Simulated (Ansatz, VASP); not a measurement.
# FeSi2 (Linzhiite): VASP beside Ansatz, part 2 of 2

Aim: how closely do two programs agree when they are given the same cell, functional and k mesh? The cell is taken from a series of runs on this material, whose earlier steps may have relaxed, scaled, displaced or heated it; both programs get it as it stands.

VASP 6.6.1 and Ansatz 0.2.0.

So far: Starting point; Ansatz: zone-centre phonons, PBEsol.

## 3. VASP: zone-centre phonons, PBEsol

Level of this step: PBEsol, no spin polarisation; plane waves and PAW (Si, Fe) (VASP).

The same cell, functional, mesh and smearing now go to VASP, with its own data sets.

Lines of VASP's logs that name or quote its potential files are left out, and so is its time.

INCAR reads:

```
SYSTEM = FeSi2
PREC = Accurate
ENCUT = 600
EDIFF = 1E-08
NELM = 120
ISMEAR = 1
SIGMA = 0.2
LREAL = .FALSE.
ALGO = Normal
GGA = PS
NBANDS = 14
LASPH = .TRUE.
LORBIT = 11
LWAVE = .FALSE.
LCHARG = .FALSE.
ISIF = 2
IBRION = 8
GGA_COMPAT = .FALSE.
KPAR = 2
```

POSCAR reads:

```
FeSi2
1.0
    2.7560987473      0.0000000000      0.0000000000
    0.0000000000      2.7560987473      0.0000000000
    0.0000000000      0.0000000000      5.0451048441
Si Fe
2 1
Direct
    0.5000000000      0.5000000000      0.2691528254
    0.5000000000      0.5000000000      0.7308471746
    0.0000000000      0.0000000000      0.0000000000
```

KPOINTS reads:

```
Automatic mesh
0
Gamma
16 16 8
0 0 0
```

PAW data sets: Si and Fe (PBE family, release 64).

Run with:

```
$ mpirun -np 2 vasp_std
```

Numbers of over 12 decimals in the logs are rounded to 6 here.

Output:

```text
[banner, memory and clock lines left out]
running    2 mpi-ranks, on    1 nodes
 distrk:  each k-point on    1 cores,    2 groups
 distr:  one band on    1 cores,    1 groups

 POSCAR found type information on POSCAR SiFe
 POSCAR found :  2 types and       3 ions
|                                                                             |
|               ----> ADVICE to this user running VASP <----                  |
|                                                                             |
|     You enforced a specific xc type in the INCAR file but a different       |
|     [... a line on the potential file left out ...]
|     I HOPE YOU KNOW WHAT YOU ARE DOING!                                     |
|                                                                             |

 LDA part: xc-table for (Slater+PW92), standard interpolation
 POSCAR, INCAR and KPOINTS ok, starting setup
 FFT: planning ... GRIDC
 FFT: planning ... GRID_SOFT
 FFT: planning ... GRID
 WAVECAR not read
 entering main loop
       N       E                     dE             d eps       ncg     rms          rms(c)
DAV:   1     0.676784301046E+02    0.67678E+02   -0.77715E+03  6316   0.128E+03
DAV:   2    -0.193215715253E+02   -0.87000E+02   -0.77486E+02  6468   0.230E+02
DAV:   3    -0.236651628081E+02   -0.43436E+01   -0.41247E+01  8530   0.566E+01
DAV:   4    -0.237679806229E+02   -0.10282E+00   -0.10265E+00  7298   0.809E+00
DAV:   5    -0.237707361349E+02   -0.27555E-02   -0.27551E-02  8602   0.143E+00    0.172E+01
DAV:   6    -0.283548817861E+02   -0.45841E+01   -0.23298E+01  8126   0.116E+02    0.233E+01
DAV:   7    -0.219488778637E+02    0.64060E+01   -0.18229E+01  8284   0.101E+02    0.441E+00
DAV:   8    -0.219150775727E+02    0.33800E-01   -0.90308E-01  7086   0.673E+00    0.196E+00
DAV:   9    -0.218794187932E+02    0.35659E-01   -0.82944E-02  8468   0.569E+00    0.719E-01
DAV:  10    -0.218776279857E+02    0.17908E-02   -0.49822E-03  8160   0.756E-01    0.183E-01
DAV:  11    -0.218775206586E+02    0.10733E-03   -0.21694E-04  9878   0.281E-01    0.825E-02
DAV:  12    -0.218775181391E+02    0.25195E-05   -0.42786E-05  8566   0.799E-02    0.226E-02
DAV:  13    -0.218775158757E+02    0.22634E-05   -0.56151E-06  8220   0.361E-02    0.542E-03
DAV:  14    -0.218775160124E+02   -0.13666E-06   -0.28508E-07  7916   0.532E-03    0.131E-03
DAV:  15    -0.218775160030E+02    0.93539E-08   -0.16757E-08  5590   0.175E-03
   1 F= -.21877516E+02 E0= -.21878388E+02  d E =0.261486E-02
 Linear response reoptimize wavefunctions to high precision
DAV:   1    -0.218775160096E+02   -0.65322E-08   -0.29521E-09  6672   0.530E-04
DAV:   2    -0.218775160096E+02   -0.23419E-10   -0.12170E-10  4422   0.111E-04
 Linear response DOF=           4
 Linear response progress:
  Degree of freedom:   1/  4
       N       E                     dE             d eps       ncg     rms          rms(c)
RMM:   1    -0.127450679726E-01   -0.12745E-01    0.13700E-03 36545   0.883E-01
RMM:   2    -0.119574810659E-01    0.78759E-03   -0.42728E-04 22141   0.402E-01    0.690E-02
RMM:   3    -0.120265889576E-01   -0.69108E-04   -0.26805E-04 26821   0.127E-01    0.378E-02
RMM:   4    -0.121265223794E-01   -0.99933E-04   -0.35478E-05 25168   0.526E-02    0.624E-03
RMM:   5    -0.121240715988E-01    0.24508E-05   -0.58420E-06 28372   0.165E-02    0.333E-03
RMM:   6    -0.121035517577E-01    0.20520E-04   -0.83706E-07 27096   0.709E-03    0.107E-03
RMM:   7    -0.121089205339E-01   -0.53688E-05   -0.77352E-08 26615   0.267E-03    0.283E-04
RMM:   8    -0.121086998230E-01    0.22071E-06   -0.12868E-09 26392   0.807E-04    0.234E-04
RMM:   9    -0.121081830063E-01    0.51682E-06   -0.77768E-09 24555   0.379E-04    0.283E-05
RMM:  10    -0.121082989341E-01   -0.11593E-06   -0.22602E-09 28928   0.140E-04    0.120E-05
RMM:  11    -0.121083815653E-01   -0.82631E-07   -0.16594E-09 28258   0.579E-05    0.502E-06
RMM:  12    -0.121083505421E-01    0.31023E-07   -0.21113E-09 28149   0.393E-05    0.188E-06
RMM:  13    -0.121083459906E-01    0.45515E-08   -0.18960E-09 29635   0.322E-05    0.620E-07
 first order change of Fermi-energy   0.38819E-04
 force on displaced ion       1 direction 1 :  -4.331   0.000   0.001
 Linear response progress:
  Degree of freedom:   2/  4
       N       E                     dE             d eps       ncg     rms          rms(c)
RMM:   1    -0.314082523989E-01   -0.31408E-01    0.97909E-02 14595   0.158E+00
RMM:   2    -0.295901132663E-01    0.18181E-02   -0.15661E-03  8660   0.632E-01    0.178E-01
RMM:   3    -0.301897247527E-01   -0.59961E-03   -0.17025E-03  7915   0.498E-01    0.245E-01
RMM:   4    -0.296429323274E-01    0.54679E-03   -0.85236E-04  7385   0.382E-01    0.736E-02
RMM:   5    -0.297410684906E-01   -0.98136E-04   -0.15998E-04 10156   0.870E-02    0.231E-02
RMM:   6    -0.297587130007E-01   -0.17645E-04   -0.13198E-05  9453   0.312E-02    0.991E-03
RMM:   7    -0.297654516517E-01   -0.67387E-05   -0.16356E-06  8939   0.169E-02    0.160E-03
RMM:   8    -0.297656724295E-01   -0.22078E-06   -0.57273E-07 10734   0.591E-03    0.686E-04
RMM:   9    -0.297649926313E-01    0.67980E-06   -0.94033E-08 10345   0.171E-03    0.399E-04
RMM:  10    -0.297653242261E-01   -0.33159E-06   -0.51901E-10  9867   0.752E-04    0.659E-05
RMM:  11    -0.297652873057E-01    0.36920E-07   -0.17382E-08 10710   0.264E-04    0.292E-05
RMM:  12    -0.297652492464E-01    0.38059E-07   -0.14903E-08 10788   0.986E-05    0.804E-06
RMM:  13    -0.297652413449E-01    0.79014E-08   -0.10995E-08 10249   0.570E-05    0.302E-06
 first order change of Fermi-energy   0.16316E+00
 force on displaced ion       1 direction 3 :   0.000   0.000 -19.153
 Linear response progress:
  Degree of freedom:   3/  4
       N       E                     dE             d eps       ncg     rms          rms(c)
RMM:   1    -0.164403495639E+00   -0.16440E+00   -0.87652E-02 18864   0.246E+00
RMM:   2    -0.163814562372E+00    0.58893E-03   -0.18262E-03 15205   0.522E-01    0.196E-01
RMM:   3    -0.163649681874E+00    0.16488E-03   -0.35001E-04 17800   0.130E-01    0.116E-01
RMM:   4    -0.164060474951E+00   -0.41079E-03   -0.33260E-04 18085   0.128E-01    0.962E-03
RMM:   5    -0.164006557014E+00    0.53918E-04   -0.88383E-06 18058   0.263E-02    0.730E-03
RMM:   6    -0.164001442827E+00    0.51142E-05   -0.14425E-06 15003   0.154E-02    0.559E-03
RMM:   7    -0.163996334365E+00    0.51085E-05   -0.35668E-07 15342   0.782E-03    0.816E-04
RMM:   8    -0.163990627441E+00    0.57069E-05   -0.13620E-07 18744   0.233E-03    0.337E-04
RMM:   9    -0.163989019742E+00    0.16077E-05   -0.26438E-08 17323   0.900E-04    0.110E-04
RMM:  10    -0.163988629222E+00    0.39052E-06   -0.17270E-08 18582   0.336E-04    0.471E-05
RMM:  11    -0.163988561051E+00    0.68171E-07   -0.16326E-08 18574   0.162E-04    0.150E-05
RMM:  12    -0.163988583983E+00   -0.22933E-07   -0.12896E-08 18887   0.100E-04    0.484E-06
RMM:  13    -0.163988574065E+00    0.99188E-08   -0.16668E-08 19925   0.729E-05    0.148E-06
 first order change of Fermi-energy   0.67778E-03
 force on displaced ion       3 direction 1 :  -7.753  -0.000   0.000
 Linear response progress:
  Degree of freedom:   4/  4
       N       E                     dE             d eps       ncg     rms          rms(c)
RMM:   1    -0.186457909598E+00   -0.18646E+00   -0.10400E-01 11472   0.233E+00
RMM:   2    -0.180186719391E+00    0.62712E-02   -0.19136E-03  8013   0.720E-01    0.228E-01
RMM:   3    -0.179365521256E+00    0.82120E-03   -0.15356E-03  9796   0.261E-01    0.124E-01
RMM:   4    -0.179475083538E+00   -0.10956E-03   -0.33291E-04 10023   0.109E-01    0.560E-02
RMM:   5    -0.179733067655E+00   -0.25798E-03   -0.10546E-04  9682   0.832E-02    0.121E-02
RMM:   6    -0.179741863071E+00   -0.87954E-05   -0.62954E-06  8267   0.298E-02    0.755E-03
RMM:   7    -0.179746680872E+00   -0.48178E-05   -0.18245E-06  8967   0.131E-02    0.277E-03
RMM:   8    -0.179730410553E+00    0.16270E-04   -0.52926E-07  9950   0.497E-03    0.585E-04
RMM:   9    -0.179729708964E+00    0.70159E-06   -0.59360E-08 10226   0.166E-03    0.537E-04
RMM:  10    -0.179728470614E+00    0.12383E-05   -0.11337E-08 10606   0.453E-04    0.274E-04
RMM:  11    -0.179728484409E+00   -0.13795E-07   -0.10135E-08 10493   0.324E-04    0.469E-05
RMM:  12    -0.179728557819E+00   -0.73410E-07   -0.75250E-09 10779   0.135E-04    0.175E-05
RMM:  13    -0.179728546519E+00    0.11300E-07   -0.68005E-09 10678   0.743E-05    0.991E-06
RMM:  14    -0.179728576775E+00   -0.30256E-07   -0.68961E-09 10285   0.600E-05    0.159E-06
RMM:  15    -0.179728572768E+00    0.40075E-08   -0.69458E-09 11082   0.539E-05    0.110E-06
 first order change of Fermi-energy   0.34087E-02
 force on displaced ion       3 direction 3 :  -0.000   0.000 -12.737
 Linear response finished
```

From OUTCAR (step 3):

```text
ion  position               nearest neighbor table
   1  0.500  0.500  0.269-   2 2.33   3 2.38   3 2.38   3 2.38   3 2.38   2 2.72
   2  0.500  0.500  0.731-   1 2.33   3 2.38   3 2.38   3 2.38   3 2.38   1 2.72
   3  0.000  0.000  0.000-   1 2.38   2 2.38   1 2.38   2 2.38   1 2.38   2 2.38   1 2.38   2 2.38

  LATTYP: Found a simple tetragonal cell.
 ALAT       =     2.7560987473
 C/A-ratio  =     1.8305239785

 Subroutine GETGRP returns: Found 16 space group operations
 (whereof 16 operations were pure point group operations)

The static configuration has the point symmetry D_4h.

 Found    225 irreducible k-points:

   k-points           NKPTS =    225   k-points in BZ     NKDIM =    225   number of bands    NBANDS=     14

   dimension x,y,z NGX =    24 NGY =   24 NGZ =   40
   dimension x,y,z NGXF=    48 NGYF=   48 NGZF=   80

   ENCUT  =  600.0 eV  44.10 Ry    6.64 a.u.   5.50  5.50 10.08*2*pi/ulx,y,z

   NELECT =      16.0000    total number of electrons

 k-points in reciprocal lattice and weights: Automatic mesh
   0.00000000  0.00000000  0.00000000       0.000
   0.06250000  0.00000000  0.00000000       0.002
   0.12500000  0.00000000  0.00000000       0.002
   0.18750000  0.00000000  0.00000000       0.002
   0.25000000  0.00000000  0.00000000       0.002
   0.31250000  0.00000000  0.00000000       0.002
   0.37500000  0.00000000  0.00000000       0.002
   0.43750000  0.00000000  0.00000000       0.002
   0.50000000  0.00000000  0.00000000       0.001
[...]
0.50000000  0.43750000  0.50000000       0.002
   0.50000000  0.50000000  0.50000000       0.000

 average (electrostatic) potential at core
       1 -80.2075       2 -80.2075       3 -39.8056

  Total       -2.4728088     -2.4728088      0.0909899      0.0000000      0.0000000      0.0000000
  in kB     -103.3811558   -103.3811558      3.8040314      0.0000000      0.0000000      0.0000000
  external PRESSURE =     -67.6527601 kB  Pullay stress =       0.0000000 kB

  energy-cutoff  :      600.00
  volume of cell :       38.32
      direct lattice vectors                 reciprocal lattice vectors
     2.756098747  0.000000000  0.000000000     0.362831702  0.000000000  0.000000000
     0.000000000  2.756098747  0.000000000     0.000000000  0.362831702  0.000000000
     0.000000000  0.000000000  5.045104844     0.000000000  0.000000000  0.198211936

 POSITION                                       TOTAL-FORCE (eV/Angst)
 -----------------------------------------------------------------------------------
      1.37805      1.37805      1.35790        -0.000000      0.000000      0.010465
      1.37805      1.37805      3.68720         0.000000     -0.000000     -0.010465
      0.00000      0.00000      0.00000        -0.000000     -0.000000      0.000000
 -----------------------------------------------------------------------------------
    total drift:                               -0.000000      0.000000      0.000000

 Eigenvectors and eigenvalues of the dynamical matrix
 ----------------------------------------------------

   1 f  =   16.669256 THz   104.736027 2PiTHz  556.026543 cm-1    68.938474 meV
             X         Y         Z           dx          dy          dz
      1.378049  1.378049  1.357904    -0.000000    0.000000   -0.707107
      1.378049  1.378049  3.687201    -0.000000   -0.000000    0.707107
      0.000000  0.000000  0.000000     0.000000   -0.000000   -0.000000

   2 f  =   10.546275 THz    66.264198 2PiTHz  351.785855 cm-1    43.615868 meV
             X         Y         Z           dx          dy          dz
      1.378049  1.378049  1.357904    -0.000000    0.000000    0.499424
      1.378049  1.378049  3.687201    -0.000000    0.000000    0.499424
      0.000000  0.000000  0.000000     0.000000   -0.000000   -0.707920

   3 f  =    8.226361 THz    51.687749 2PiTHz  274.401858 cm-1    34.021479 meV
             X         Y         Z           dx          dy          dz
      1.378049  1.378049  1.357904     0.485293   -0.117537   -0.000000
      1.378049  1.378049  3.687201     0.485293   -0.117537    0.000000
      0.000000  0.000000  0.000000    -0.688165    0.166672   -0.000000

   4 f  =    8.226361 THz    51.687749 2PiTHz  274.401858 cm-1    34.021479 meV
             X         Y         Z           dx          dy          dz
      1.378049  1.378049  1.357904     0.117537    0.485293    0.000000
      1.378049  1.378049  3.687201     0.117537    0.485293    0.000000
      0.000000  0.000000  0.000000    -0.166672   -0.688165    0.000000

   5 f  =    6.452969 THz    40.545199 2PiTHz  215.247871 cm-1    26.687323 meV
             X         Y         Z           dx          dy          dz
      1.378049  1.378049  1.357904    -0.138053   -0.693499   -0.000000
      1.378049  1.378049  3.687201     0.138053    0.693499    0.000000
      0.000000  0.000000  0.000000     0.000000    0.000000   -0.000000

   6 f  =    6.452969 THz    40.545199 2PiTHz  215.247871 cm-1    26.687323 meV
             X         Y         Z           dx          dy          dz
      1.378049  1.378049  1.357904    -0.693499    0.138053   -0.000000
      1.378049  1.378049  3.687201     0.693499   -0.138053    0.000000
      0.000000  0.000000  0.000000    -0.000000   -0.000000    0.000000

   7 f/i=    0.000745 THz     0.004680 2PiTHz    0.024843 cm-1     0.003080 meV
             X         Y         Z           dx          dy          dz
      1.378049  1.378049  1.357904     0.500277    0.019953   -0.000000
      1.378049  1.378049  3.687201     0.500277    0.019953   -0.000000
      0.000000  0.000000  0.000000     0.705590    0.028141   -0.000000

   8 f/i=    0.000745 THz     0.004680 2PiTHz    0.024843 cm-1     0.003080 meV
             X         Y         Z           dx          dy          dz
      1.378049  1.378049  1.357904    -0.019953    0.500277   -0.000000
      1.378049  1.378049  3.687201    -0.019953    0.500277   -0.000000
      0.000000  0.000000  0.000000    -0.028141    0.705590   -0.000000

   9 f/i=    0.003072 THz     0.019304 2PiTHz    0.102483 cm-1     0.012706 meV
             X         Y         Z           dx          dy          dz
      1.378049  1.378049  1.357904     0.000000   -0.000000   -0.500575
      1.378049  1.378049  3.687201     0.000000   -0.000000   -0.500575
      0.000000  0.000000  0.000000     0.000000   -0.000000   -0.706293

 ELASTIC MODULI CONTR FROM IONIC RELAXATION (kBar)
 Direction    XX          YY          ZZ          XY          YZ          ZX
 --------------------------------------------------------------------------------
 XX        -136.7182   -136.7182     43.9322     -0.0000     -0.0000      0.0000
 YY        -136.7182   -136.7182     43.9322     -0.0000     -0.0000      0.0000
 ZZ          43.9322     43.9322    -14.1169      0.0000      0.0000     -0.0000
 XY          -0.0000     -0.0000      0.0000     -0.0000     -0.0000      0.0000
 YZ          -0.0000     -0.0000      0.0000     -0.0000   -420.9297     -0.0000
 ZX           0.0000      0.0000     -0.0000      0.0000     -0.0000   -311.3536
 --------------------------------------------------------------------------------
```

This run has no spin polarisation, so a moment on Fe, if there is one, isn't seen.

## 4. Differences

Known differences besides the potentials themselves: the data sets hold 24 valence electrons in Ansatz (on its PAW soft_1 files) and 16 in VASP; the cutoff is 420 eV in Ansatz and 600 eV in VASP; Ansatz makes its cores anew for this functional, VASP keeps those of its PBE data sets. Total energies have different zeros and are not compared.

Compared:

| quantity | Ansatz | VASP | difference |
| --- | --- | --- | --- |
| optical mode 1 to 2 (cm⁻¹) | 213.5 | 215.2 | -0.81 % |
| optical mode 3 to 4 (cm⁻¹) | 269.7 | 274.4 | -1.71 % |
| optical mode 5 (cm⁻¹) | 349.4 | 351.8 | -0.68 % |
| optical mode 6 (cm⁻¹) | 555.1 | 556.0 | -0.17 % |

Modes are paired by rising frequency, not by their patterns, so a pair may set unlike modes beside each other; they are those without the splitting of longitudinal modes.

## 5. Summary of results

```yaml
r_m_s_difference_of_the_optical_zone_centre_modes_each_program_s_sorted_by_frequency_zone_centre_phonons_pbesol: 3.1 cm⁻¹
difference_in_optical_mode_3_to_4_zone_centre_phonons_pbesol: -1.7 %
```

**Reading.** The r.m.s. difference of the optical zone-centre modes, each program's sorted by frequency is 3.1 cm⁻¹ (zone-centre phonons, PBEsol). The data sets hold unlike numbers of valence electrons (24 in Ansatz and 16 in VASP), so part of the differences comes from the potentials. Among the rows given in per cent, the largest difference of the zone-centre phonons, PBEsol pair is in optical mode 3 to 4, -1.7 %. How closely two codes agree says nothing of how well the functional describes the real material.

[Lines on the potential files, build, host, timing and source positions are cut from VASP's logs without a mark.]

[Logs are printed without paths, hosts, clocks, repeated set-up lines and the standing remarks that a program may print on its own settings, such as how far it seeks lower states.]

[Hosts, paths, dates, database ids (printed as entryN), source tags and the programs' standing remarks are cut or masked in the printed files.]
